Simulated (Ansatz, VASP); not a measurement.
# RuSe in VASP and in Ansatz

INCAR

```
SYSTEM = RuSe
PREC = Accurate
ENCUT = 600
EDIFF = 1E-7
ISMEAR = -1
SIGMA = 0.05
LREAL = .FALSE.
LASPH = .TRUE.
NELM = 80
ALGO = Normal
ISIF = 3
LWAVE = .FALSE.
LCHARG = .FALSE.
GGA = PE
IBRION = 2
NSW = 40
EDIFFG = -0.01
```

The input KPOINTS:

```
regular mesh
0
G
  8 8 8
  0 0 0
```

The input POSCAR:

```
RuSe
1.0
    3.1876923100      0.0000000000      0.0000000000
    0.0000000000      3.1876923100      0.0000000000
    0.0000000000      0.0000000000      3.1876923100
Ru Se
1 1
Direct
    0.0000000000      0.0000000000      0.0000000000
    0.5000000000      0.5000000000      0.5000000000
```

The input input.yaml:

```yaml
crystal:
  lattice:
    - [3.18769231, 0.0, 0.0]
    - [0.0, 3.18769231, 0.0]
    - [0.0, 0.0, 3.18769231]
  atoms:
    - { symbol: Ru, position: [0.0, 0.0, 0.0] }
    - { symbol: Se, position: [0.5, 0.5, 0.5] }
hamiltonian:
  xc: pbe
  pseudopotentials: { kind: paw }
kpoints:
  mp_grid: { grid: [8, 8, 8] }
scf:
  occupations: { method: fermi_dirac, width: 0.05 }
output:
  forces: true
  stress: true
  eigenvalues: true
relax:
  f_tol: 0.01
  max_steps: 40
  cell: { stress_tol: 0.05 }
```

The cell comes from a database or a generator and needn't be the stable form of this composition.

Alike in both runs: task relaxation of cell and atoms; functional PBE; k mesh 8 × 8 × 8; occupations fermi-dirac, width 0.05 eV; no spin polarisation.

|  | VASP | Ansatz |
| --- | --- | --- |
| version | VASP 6.6.1 | Ansatz 0.2.0 |
| potentials or method | VASP PAW PBE potentials, release 64 (Ru_pv, Se) | Ansatz PAW |
| plane-wave cutoff (eV) | 600 | 420 |
| valence electrons in the cell | 20 | 32 |

```csv
,VASP,Ansatz,Ansatz less VASP
"gap on the k mesh at the Fermi level, each at its own relaxed structure (eV)",none,none,-
relaxed volume (Å³/atom),15.31,15.31,-0.002
relaxed cell length with the largest relative difference (Å),3.129,3.129,-0.0002
energy change over the relaxation (meV/atom),-25,-25,-0.2
```

A gap of «none» marks a metal or a gap that the smearing closes. The two sets of potentials don't hold the same shells in valence.

Caveats: the plane-wave basis is chosen anew once the cell has moved, so the energies of steps on either side of that aren't comparable (Ansatz).
